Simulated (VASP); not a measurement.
The input files of a VASP run:

File KPOINTS:
```
kpoints
0
Gamma
 16 16 16
```

### POSCAR
```
Pt
2.8596130
  0.0000000000   0.7071066588   0.7071066588
  0.7071066588   0.0000000000   0.7071066588
  0.7071066588   0.7071066588   0.0000000000
Pt
1
Direct
  0.0000000000   0.0000000000   0.0000000000
```

### INCAR
```
ISMEAR  =  1   ! Methfessel-Paxton
SIGMA  =  0.1   ! width (eV)
GGA  =  PE
SYSTEM  =  Pt
LWAVE  =  .FALSE.
LREAL  =  .FALSE.   ! projection in real space or not
ENCUT  =  520   ! plane-wave cut-off (eV)
LMAXMIX  =  6   ! l cut-off of mixed one-centre charges
EDIFF  =  1E-7   ! SCF stop (eV)
LASPH  =  .TRUE.   ! aspherical one-centre terms
ALGO  =  Normal
NELM  =  100
PREC  =  Accurate
LCHARG  =  .FALSE.
ISIF  =  2
```

POTCAR, in this order: Pt (PBE.64 set). Program: vasp_std.

Q: Translate this PBE calculation to Ansatz.

A: One equivalent input (not run):
Ansatz 0.2 input:
```yaml
crystal:
  lattice:
    - [0.0000000, 2.0220514, 2.0220514]
    - [2.0220514, 0.0000000, 2.0220514]
    - [2.0220514, 2.0220514, 0.0000000]
  atoms:
    - { symbol: Pt, position: [0.0000000, 0.0000000, 0.0000000] }
kpoints:
  mp_grid: { grid: [16, 16, 16] }
hamiltonian:
  xc: pbe
  pseudopotentials: { kind: paw }
scf:
  occupations: { method: methfessel_paxton, width: 0.1 }
  max_iter: 100
output: { forces: true, stress: true, eigenvalues: true }
```
What does not carry over: each code has its own PAW files, so the cut-off isn't converted (ENCUT is set for VASP's; basis.ecutwfc is left out, and Ansatz then takes the one that its files recommend); Ansatz stops its SCF on the density residual and VASP on the energy change (EDIFF).

The compound is Pt in the fcc structure. This cell is one point of a volume scan, at 1.06 of the reference volume.
